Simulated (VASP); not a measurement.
The cell holds one V (bcc) (111) slab, with vacuum along c, ions free to move until forces fall under 0.03 eV/Å, no reconstruction beyond this cell, dipole correction on.

```
CELL_PARAMETERS angstrom
      4.18352     0.00000     0.00000
     -2.09176     3.62304     0.00000
      0.00000     0.00000    24.89203
ATOMIC_POSITIONS crystal
  V  0.33333 0.66667 0.32523
  V  0.00000 0.00000 0.35073
  V  0.66667 0.33333 0.37830
  V  0.33333 0.66667 0.41644
  V  0.00000 0.00000 0.44930
  V  0.66667 0.33333 0.48316
  V  0.33333 0.66667 0.51684
  V  0.00000 0.00000 0.55070
  V  0.66667 0.33333 0.58356
  V  0.33333 0.66667 0.62170
  V  0.00000 0.00000 0.64927
  V  0.66667 0.33333 0.67477
```

Level of theory: PBEsol GGA, VASP's PBE PAW potentials (set 64) (plane waves; VASP). Settings: 400 eV cut-off, 8×8×1 Γ-centred mesh, first-order Methfessel-Paxton smearing of 0.10 eV, potentials V_sv.

Slab and bulk use different k-meshes, so the surface energy is good to a few per cent at best.

**Question.** Predict its surface energy, work function, band gap (on the k-mesh).

**Answer.** 
```
Property                                                     Value
------------------------  ----------------------------------------
surface energy                                          2.98 J/m^2
work function                                              4.06 eV
band gap (on the k-mesh)  none (metal, semimetal or under 0.01 eV)
```

The cell is a thin slab with vacuum, built from V (bcc): (111) face. The run is not spin-polarised, so no magnetic state was tried.
